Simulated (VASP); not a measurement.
Runs of VASP 6.6.1 on GaSb. It takes space group F-43m (No. 216, cubic). Conventional cell: a = 6.134 Å, b = 6.134 Å, c = 6.134 Å, α = 90.00°, β = 90.00°, γ = 90.00°. Ga (site symmetry -43m) has 4 Sb at 2.66 Å as nearest neighbours. Sb (site symmetry -43m) is surrounded by 4 Ga at 2.66 Å. The cell is a database's computed one.

```tsv
task	level	potentials or basis	cell	k mesh	cutoff (eV)	grid for exact exchange (PRECFOCK)	exchange at q = 0	screening parameter	gap on the mesh (eV)	pressure (GPa)
relaxation of cell and atoms	r2SCAN	VASP PAW PBE potentials, release 64 (Ga_d, Sb)	relaxed	9 × 9 × 9	600	-	-	-	0.39	0.0
band structure	PBEsol	VASP PAW PBE potentials, release 64 (Ga_d, Sb)	as given	10 × 10 × 10	450	-	-	-	-	(b)
band structure	PBE0	VASP PAW PBE potentials, release 64 (Ga_d, Sb)	as given	6 × 6 × 6	450	Fast	truncated	-	1.36	-0.6
band structure	r2SCAN	VASP PAW PBE potentials, release 64 (Ga_d, Sb)	as given	10 × 10 × 10	450	-	-	-	0.39	0.0
band structure	HSE06	VASP PAW PBE potentials, release 64 (Ga_d, Sb)	as given	6 × 6 × 6	450	Fast	-	0.2 1/A	0.80	(a)
band structure	LDA	VASP PAW LDA potentials, release 64 (Ga_d, Sb)	as given	10 × 10 × 10	450	-	-	-	-	-2.0
```

Alike in all rows: no spin polarisation; smearing gaussian 0.02 eV.

Fill in the values left out.

(a) -0.4; (b) -0.5.

Caveats: spin-orbit coupling is left out, which moves the levels of the heavy elements; the PAW data sets were made with another functional, which shifts forces and pressure a little (some runs); this crystal is a semiconductor, whose small gap the functional closes, so the metal is an error of the method (some runs); the relaxation stopped at its first step, so nothing moved (some runs); an odd mesh through Γ misses points on the zone boundary, where band edges often lie (some runs).

A k mesh can miss the band edges, and the runs leave out spin-orbit coupling on Ga, Sb.

Runs at the PBE level aren't shown here.
